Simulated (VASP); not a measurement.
**Relaxed cell of LaB6: a test of cutoff and mesh**

Aim: test the relaxed volume of LaB6 against cutoff and mesh. The starting structure is a measured crystal structure from the Crystallography Open Database. The first relaxation on each setting starts from this cell expanded by 3 % in volume.

Main program and level: VASP 6.6.1; Kohn-Sham DFT with plane waves and PAW; PBEsol.

## (1) The starting structure

It takes space group Pm-3m (No. 221, cubic). Conventional cell: a = 4.157 Å, b = 4.157 Å, c = 4.157 Å, α = 90.00°, β = 90.00°, γ = 90.00°. Nearest to La lie 24 B at 3.05 Å. Nearest to B lie 6 B at 1.64 to 2.51 Å and 4 La at 3.05 Å. Farther neighbours are not listed.

## (2) Reference relaxation

This run starts from the cell of an earlier relaxation, which isn't shown; the restart sets up the plane waves anew.

File INCAR:

```
SYSTEM = LaB6
PREC = Accurate
ENCUT = 450
EDIFF = 1E-06
NELM = 100
ISMEAR = 0
SIGMA = 0.05
LREAL = .FALSE.
ALGO = Normal
GGA = PS
NBANDS = 21
LASPH = .TRUE.
LORBIT = 11
LWAVE = .FALSE.
LCHARG = .FALSE.
KPAR = 8
IBRION = 2
NSW = 50
ISIF = 3
EDIFFG = -0.006
```

File POSCAR:

```
LaB6
1.0
    4.1305777478      0.0000000000      0.0000000000
    0.0000000000      4.1305777478      0.0000000000
    0.0000000000      0.0000000000      4.1305777478
La B
1 6
Direct
    0.0000000000      0.0000000000      0.0000000000
    0.5000000000      0.5000000000      0.8004444628
    0.5000000000      0.5000000000      0.1995555372
    0.5000000000      0.8004444628      0.5000000000
    0.8004444628      0.5000000000      0.5000000000
    0.5000000000      0.1995555372      0.5000000000
    0.1995555372      0.5000000000      0.5000000000
```

File KPOINTS:

```
Automatic mesh
0
Gamma
8 8 8
0 0 0
```

The projector-augmented-wave data sets are La and B (PBE family, release 64).

Launch:

```console
mpirun -np 8 vasp_std
```

What it wrote:

```text
[banner, memory and clock lines left out]
running    8 mpi-ranks, on    1 nodes
 distrk:  each k-point on    1 cores,    8 groups
 distr:  one band on    1 cores,    1 groups

 POSCAR found type information on POSCAR LaB
 POSCAR found :  2 types and       7 ions
|                                                                             |
|           W    W    AA    RRRRR   N    N  II  N    N   GGGG   !!!           |
|           W    W   A  A   R    R  NN   N  II  NN   N  G    G  !!!           |
|           W    W  A    A  R    R  N N  N  II  N N  N  G       !!!           |
|           W WW W  AAAAAA  RRRRR   N  N N  II  N  N N  G  GGG   !            |
|           WW  WW  A    A  R   R   N   NN  II  N   NN  G    G                |
|           W    W  A    A  R    R  N    N  II  N    N   GGGG   !!!           |
|                                                                             |
|     For optimal performance we recommend to set                             |
|       NCORE = 2 up to number-of-cores-per-socket                            |
|     NCORE specifies how many cores store one orbital (NPAR=cpu/NCORE).      |
|     This setting can greatly improve the performance of VASP for DFT.       |
|     The default, NCORE=1 might be grossly inefficient on modern             |
|     multi-core architectures or massively parallel machines. Do your        |
|     Unfortunately you need to use the default for GW and RPA                |
|     calculations (for HF NCORE is supported but not extensively tested      |
|     yet).                                                                   |
|                                                                             |

|                                                                             |
|               ----> ADVICE to this user running VASP <----                  |
|                                                                             |
|     You enforced a specific xc type in the INCAR file but a different       |
|     [... a line on the potential file left out ...]
|     I HOPE YOU KNOW WHAT YOU ARE DOING!                                     |
|                                                                             |

 LDA part: xc-table for (Slater+PW92), standard interpolation
 POSCAR, INCAR and KPOINTS ok, starting setup
 FFT: planning ... GRIDC
 FFT: planning ... GRID_SOFT
 FFT: planning ... GRID
 WAVECAR not read
 entering main loop
       N       E                     dE             d eps       ncg     rms          rms(c)
DAV:   1     0.207668130373E+03    0.20767E+03   -0.10245E+04  1518   0.157E+03
DAV:   2    -0.200547849230E+02   -0.22772E+03   -0.20464E+03  1794   0.288E+02
DAV:   3    -0.544364265622E+02   -0.34382E+02   -0.30963E+02  2208   0.139E+02
DAV:   4    -0.558273163987E+02   -0.13909E+01   -0.13876E+01  2697   0.268E+01
DAV:   5    -0.558680580567E+02   -0.40742E-01   -0.40696E-01  2287   0.363E+00    0.913E+00
DAV:   6    -0.518497867328E+02    0.40183E+01   -0.99740E+00  2255   0.176E+01    0.464E+00
DAV:   7    -0.515773908975E+02    0.27240E+00   -0.45449E+00  2522   0.111E+01    0.189E+00
DAV:   8    -0.516950437433E+02   -0.11765E+00   -0.22681E+00  2535   0.141E+01    0.146E+00
DAV:   9    -0.515530113727E+02    0.14203E+00   -0.36455E-01  2469   0.467E+00    0.676E-01
DAV:  10    -0.515321176614E+02    0.20894E-01   -0.18202E-01  2543   0.336E+00    0.119E-01
DAV:  11    -0.515337113239E+02   -0.15937E-02   -0.11631E-02  2676   0.622E-01    0.131E-01
DAV:  12    -0.515331238252E+02    0.58750E-03   -0.14591E-03  2594   0.348E-01    0.600E-02
DAV:  13    -0.515329353894E+02    0.18844E-03   -0.96990E-04  2588   0.231E-01    0.110E-02
DAV:  14    -0.515329393619E+02   -0.39725E-05   -0.47038E-05  2519   0.438E-02    0.508E-03
DAV:  15    -0.515329396899E+02   -0.32797E-06   -0.16734E-05  2748   0.318E-02    0.422E-03
DAV:  16    -0.515329396587E+02    0.31240E-07   -0.15191E-06  2109   0.108E-02
   1 F= -.51532940E+02 E0= -.51532472E+02  d E =-.515329E+02
 curvature:   0.00 expect dE= 0.000E+00 dE for cont linesearch  0.000E+00
 trial: gam= 0.00000 g(F)=  0.678E-05 g(S)=  0.502E-05 ort = 0.000E+00 (trialstep = 0.100E+01)
 search vector abs. value=  0.118E-04
 reached required accuracy - stopping structural energy minimisation
```

Wall time 7.8 s (8 MPI ranks of Intel Xeon 6975P-C (Granite Rapids), shared host); peak memory 1.6 GiB; 58 s of CPU time.

The logs omit lines about the potential files and the build; timing stands in the text.

Parts of OUTCAR (step 2):

```text
ion  position               nearest neighbor table
   1  0.000  0.000  0.000-
   2  0.500  0.500  0.800-   3 1.65   4 1.76   5 1.76   6 1.76   7 1.76
   3  0.500  0.500  0.200-   2 1.65   4 1.76   5 1.76   6 1.76   7 1.76
   4  0.500  0.800  0.500-   6 1.65   3 1.76   5 1.76   2 1.76   7 1.76
   5  0.800  0.500  0.500-   7 1.65   3 1.76   4 1.76   6 1.76   2 1.76
   6  0.500  0.200  0.500-   4 1.65   3 1.76   2 1.76   5 1.76   7 1.76
   7  0.200  0.500  0.500-   5 1.65   3 1.76   4 1.76   2 1.76   6 1.76

  LATTYP: Found a simple cubic cell.
 ALAT       =     4.1305777478

 Subroutine GETGRP returns: Found 48 space group operations
 (whereof 48 operations were pure point group operations)

The static configuration has the point symmetry O_h .

 Found     35 irreducible k-points:

   k-points           NKPTS =     35   k-points in BZ     NKDIM =     35   number of bands    NBANDS=     21

   dimension x,y,z NGX =    30 NGY =   30 NGZ =   30
   dimension x,y,z NGXF=    60 NGYF=   60 NGZF=   60

   ENCUT  =  450.0 eV  33.07 Ry    5.75 a.u.   7.14  7.14  7.14*2*pi/ulx,y,z

   NELECT =      29.0000    total number of electrons

 k-points in reciprocal lattice and weights: Automatic mesh
   0.00000000  0.00000000  0.00000000       0.002
   0.12500000  0.00000000  0.00000000       0.012
   0.25000000  0.00000000  0.00000000       0.012
   0.37500000  0.00000000  0.00000000       0.012
   0.50000000  0.00000000  0.00000000       0.006
   0.12500000  0.12500000  0.00000000       0.023
   0.25000000  0.12500000  0.00000000       0.047
   0.37500000  0.12500000  0.00000000       0.047
   0.50000000  0.12500000  0.00000000       0.023
[...]
0.50000000  0.50000000  0.37500000       0.012
   0.50000000  0.50000000  0.50000000       0.002

 average (electrostatic) potential at core
       1 -95.5372       2 -23.9344       3 -23.9344       4 -23.9344       5 -23.9344
       6 -23.9344       7 -23.9344

 E-fermi :   8.5632

 k-point     1 :       0.0000    0.0000    0.0000
  band No.  band energies     occupation
    ...
     10       1.6711      2.00000
     11       1.6711      2.00000
     12       6.7660      2.00000
     13       6.7660      2.00000
     14       6.7660      2.00000
     15       8.8574      0.00000
     16       8.8574      0.00000
     17       8.8574      0.00000
     18      10.1516      0.00000
     19      10.1516      0.00000
    ...

 k-point     2 :       0.1250    0.0000    0.0000
  band No.  band energies     occupation
    ...
     11       2.5841      2.00000
     12       6.3394      2.00000
     13       6.3394      2.00000
     14       6.8178      2.00000
     15       8.1356      2.00000
     16       9.3490      0.00000
     17       9.3490      0.00000
     18      10.2164      0.00000
     19      10.5539      0.00000
     20      10.6193      0.00000
    ...

 k-point     3 :       0.2500    0.0000    0.0000
  band No.  band energies     occupation
    ...
     11       3.8713      2.00000
     12       5.7112      2.00000
     13       5.7112      2.00000
     14       6.9515      2.00000
     15       7.1173      2.00000
     16       9.9887      0.00000
     17       9.9887      0.00000
     18      10.2858      0.00000
     19      10.6792      0.00000
     20      10.7963      0.00000
    ...

  Total        0.0155812      0.0155812      0.0155812      0.0000000      0.0000000     -0.0000000
  in kB        0.3542238      0.3542238      0.3542238      0.0000000      0.0000000     -0.0000000
  external PRESSURE =       0.3542238 kB  Pullay stress =       0.0000000 kB

  energy-cutoff  :      450.00
  volume of cell :       70.47
      direct lattice vectors                 reciprocal lattice vectors
     4.130577748  0.000000000  0.000000000     0.242096884  0.000000000  0.000000000
     0.000000000  4.130577748  0.000000000     0.000000000  0.242096884  0.000000000
     0.000000000  0.000000000  4.130577748     0.000000000  0.000000000  0.242096884

 POSITION                                       TOTAL-FORCE (eV/Angst)
 -----------------------------------------------------------------------------------
      0.00000      0.00000      0.00000         0.000000      0.000000      0.000000
      2.06529      2.06529      3.30630         0.000000      0.000000     -0.004838
      2.06529      2.06529      0.82428         0.000000      0.000000      0.004838
      2.06529      3.30630      2.06529         0.000000     -0.004838      0.000000
      3.30630      2.06529      2.06529        -0.004838      0.000000      0.000000
      2.06529      0.82428      2.06529        -0.000000      0.004838      0.000000
      0.82428      2.06529      2.06529         0.004838     -0.000000      0.000000
 -----------------------------------------------------------------------------------
    total drift:                               -0.000000      0.000000     -0.000000

  FREE ENERGIE OF THE ION-ELECTRON SYSTEM (eV)
  ---------------------------------------------------
  free  energy   TOTEN  =       -51.5329396587 eV

  energy  without entropy=      -51.5320050843  energy(sigma->0) =      -51.53247237

 reached required accuracy - stopping structural energy minimisation

 total charge
# of ion       s       p       d       f       tot
--------------------------------------------------
    1        2.007   5.641   0.655   0.223   8.526
    2        0.696   1.374   0.000   0.000   2.070
    3        0.696   1.374   0.000   0.000   2.070
    4        0.696   1.374   0.000   0.000   2.070
    5        0.696   1.374   0.000   0.000   2.070
    6        0.696   1.374   0.000   0.000   2.070
    7        0.696   1.374   0.000   0.000   2.070
--------------------------------------------------
tot          6.185  13.885   0.655   0.223  20.949

[... 3 further parts left out ...]
```

This run has no spin polarisation. Its electron count is odd, so without a moment it is a metal by construction. The PAW data sets were made with PBE, which is usual practice but a small mismatch for other functionals. The run keeps the 48 symmetry operations of its start, so it cannot find a distortion of lower symmetry.

The reference relaxation ends at 10.068 Å³ an atom.

## (3) Relaxation with a cutoff of 320 eV

Against step 2 the input has ENCUT = 320. This run starts from the cell of an earlier relaxation, which isn't shown; the restart sets up the plane waves anew.

Edit INCAR of step 2 so:

```diff
@@ -2,3 +2,3 @@
 PREC = Accurate
-ENCUT = 450
+ENCUT = 320
 EDIFF = 1E-06
```

File POSCAR:

```
LaB6
1.0
    4.1242638203      0.0000000000      0.0000000000
    0.0000000000      4.1242638203      0.0000000000
    0.0000000000      0.0000000000      4.1242638203
La B
1 6
Direct
    0.0000000000      0.0000000000      0.0000000000
    0.5000000000      0.5000000000      0.8004950563
    0.5000000000      0.5000000000      0.1995049437
    0.5000000000      0.8004950563      0.5000000000
    0.8004950563      0.5000000000      0.5000000000
    0.5000000000      0.1995049437      0.5000000000
    0.1995049437      0.5000000000      0.5000000000
```

KPOINTS is that of step 2.

Launch:

```console
mpirun -np 8 vasp_std
```

What it wrote:

```text
[banner, memory and clock lines left out]
running    8 mpi-ranks, on    1 nodes
[...]
[... a notice as in an earlier step ...]

 [... a notice as in an earlier step ...]

 LDA part: xc-table for (Slater+PW92), standard interpolation
 POSCAR, INCAR and KPOINTS ok, starting setup
[...]
entering main loop
       N       E                     dE             d eps       ncg     rms          rms(c)
DAV:   1     0.176360505696E+03    0.17636E+03   -0.82650E+03  1526   0.117E+03
DAV:   2    -0.307297219837E+02   -0.20709E+03   -0.19351E+03  1928   0.264E+02
DAV:   3    -0.549129876845E+02   -0.24183E+02   -0.22252E+02  2166   0.116E+02
DAV:   4    -0.558215641555E+02   -0.90858E+00   -0.90450E+00  2709   0.190E+01
[...]
DAV:  14    -0.514904191622E+02   -0.25202E-05   -0.46314E-05  2102   0.423E-02    0.498E-03
DAV:  15    -0.514904197214E+02   -0.55913E-06   -0.21794E-05  2756   0.390E-02    0.433E-03
DAV:  16    -0.514904195296E+02    0.19177E-06   -0.17331E-06  2088   0.118E-02
   1 F= -.51490420E+02 E0= -.51489952E+02  d E =-.514904E+02
[... from here on, the cycles between the ionic steps are left out ...]
   2 F= -.51490470E+02 E0= -.51490002E+02  d E =-.503366E-04
   3 F= -.51490552E+02 E0= -.51490084E+02  d E =-.132212E-03
   4 F= -.51490551E+02 E0= -.51490084E+02  d E =-.131898E-03
   5 F= -.51490550E+02 E0= -.51490082E+02  d E =-.130599E-03
   6 F= -.51490551E+02 E0= -.51490084E+02  d E =-.131677E-03
   7 F= -.51490545E+02 E0= -.51490077E+02  d E =0.598564E-05
   8 F= -.51490554E+02 E0= -.51490086E+02  d E =-.239287E-05
[...]
reached required accuracy - stopping structural energy minimisation
```

Elapsed: 14 s, on 8 MPI ranks; peak memory 1.3 GiB; 1.8 min of CPU time.

OUTCAR, selected parts (step 3):

```text
  Total       -0.0061048     -0.0061048     -0.0061048      0.0000000      0.0000000     -0.0000000
  in kB       -0.1396682     -0.1396682     -0.1396682      0.0000000      0.0000000     -0.0000000
  external PRESSURE =      -0.1396682 kB  Pullay stress =       0.0000000 kB

 POSITION                                       TOTAL-FORCE (eV/Angst)
 -----------------------------------------------------------------------------------
     -0.00000      0.00000     -0.00000        -0.000000      0.000000      0.000000
      2.06094      2.06094      3.29964        -0.000000      0.000000      0.000172
      2.06094      2.06094      0.82224        -0.000000      0.000000     -0.000172
      2.06094      3.29964      2.06094        -0.000000      0.000172     -0.000000
      3.29964      2.06094      2.06094         0.000172      0.000000     -0.000000
      2.06094      0.82224      2.06094        -0.000000     -0.000172      0.000000
      0.82224      2.06094      2.06094        -0.000172     -0.000000      0.000000
 -----------------------------------------------------------------------------------
    total drift:                               -0.000000     -0.000000     -0.000000

  FREE ENERGIE OF THE ION-ELECTRON SYSTEM (eV)
  ---------------------------------------------------
  free  energy   TOTEN  =       -51.4905535995 eV

  energy  without entropy=      -51.4896178683  energy(sigma->0) =      -51.49008573

[... 2 parts as in an earlier step ...]

[... 2 further parts left out ...]
[key lines of the parts left out:]
E-fermi :   8.6212
```

With a cutoff of 320 eV the cell ends at 10.004 Å³ an atom, -0.63 % from the reference.

## (4) Relaxation with a 4×4×4 mesh

Against step 2 the input has a 4×4×4 mesh. This run starts from the cell of an earlier relaxation, which isn't shown; the restart sets up the plane waves anew.

Edit INCAR of step 3 so:

```diff
@@ -2,3 +2,3 @@
 PREC = Accurate
-ENCUT = 320
+ENCUT = 450
 EDIFF = 1E-06
```

File POSCAR:

```
LaB6
1.0
    4.1310197152      0.0000000000      0.0000000000
    0.0000000000      4.1310197152      0.0000000000
    0.0000000000      0.0000000000      4.1310197152
La B
1 6
Direct
    0.0000000000      0.0000000000      0.0000000000
    0.5000000000      0.5000000000      0.8008521388
    0.5000000000      0.5000000000      0.1991478612
    0.5000000000      0.8008521388      0.5000000000
    0.8008521388      0.5000000000      0.5000000000
    0.5000000000      0.1991478612      0.5000000000
    0.1991478612      0.5000000000      0.5000000000
```

File KPOINTS:

```
Automatic mesh
0
Gamma
4 4 4
0 0 0
```

Launch:

```console
mpirun -np 8 vasp_std
```

What it wrote:

```text
[... set-up lines as in an earlier step ...]
 entering main loop
       N       E                     dE             d eps       ncg     rms          rms(c)
DAV:   1     0.215239044581E+03    0.21524E+03   -0.99919E+03   420   0.157E+03
DAV:   2    -0.195302252413E+02   -0.23477E+03   -0.21245E+03   497   0.292E+02
DAV:   3    -0.546930874755E+02   -0.35163E+02   -0.32643E+02   632   0.142E+02
DAV:   4    -0.557424307874E+02   -0.10493E+01   -0.10417E+01   758   0.248E+01
[...]
DAV:  14    -0.514656722450E+02   -0.14729E-05   -0.20906E-05   784   0.289E-02    0.485E-03
DAV:  15    -0.514656732852E+02   -0.10403E-05   -0.29678E-06   573   0.967E-03    0.306E-03
DAV:  16    -0.514656731809E+02    0.10429E-06   -0.36648E-07   308   0.670E-03
   1 F= -.51465673E+02 E0= -.51464629E+02  d E =-.514657E+02
[...]
reached required accuracy - stopping structural energy minimisation
```

It took 5.2 s on 8 MPI ranks; peak memory 1.4 GiB.

Parts of OUTCAR (step 4):

```text
  Total        0.0161626      0.0161626      0.0161626      0.0000000      0.0000000     -0.0000000
  in kB        0.3673247      0.3673247      0.3673247      0.0000000      0.0000000     -0.0000000
  external PRESSURE =       0.3673247 kB  Pullay stress =       0.0000000 kB

 POSITION                                       TOTAL-FORCE (eV/Angst)
 -----------------------------------------------------------------------------------
      0.00000      0.00000      0.00000         0.000000     -0.000000      0.000000
      2.06551      2.06551      3.30834        -0.000000      0.000000     -0.005753
      2.06551      2.06551      0.82268        -0.000000     -0.000000      0.005753
      2.06551      3.30834      2.06551         0.000000     -0.005753     -0.000000
      3.30834      2.06551      2.06551        -0.005753     -0.000000     -0.000000
      2.06551      0.82268      2.06551         0.000000      0.005753      0.000000
      0.82268      2.06551      2.06551         0.005753      0.000000      0.000000
 -----------------------------------------------------------------------------------
    total drift:                               -0.000000      0.000000      0.000000

  FREE ENERGIE OF THE ION-ELECTRON SYSTEM (eV)
  ---------------------------------------------------
  free  energy   TOTEN  =       -51.4656731809 eV

  energy  without entropy=      -51.4635858158  energy(sigma->0) =      -51.46462950

[... 1 part as in an earlier step ...]

[... 3 further parts left out ...]
[key lines of the parts left out:]
E-fermi :   8.6130
```

With a 4×4×4 mesh the cell ends at 10.071 Å³ an atom, +0.03 % from the reference.

(Continued in part 2 of 2.)

[Lines on the potential files, build, host, timing and source positions are cut from VASP's logs without a mark.]

[Logs are printed without paths, hosts, clocks, repeated set-up lines and the standing remarks that a program may print on its own settings, such as how far it seeks lower states.]

[Hosts, paths, dates, database ids (printed as entryN), source tags and the programs' standing remarks are cut or masked in the printed files.]
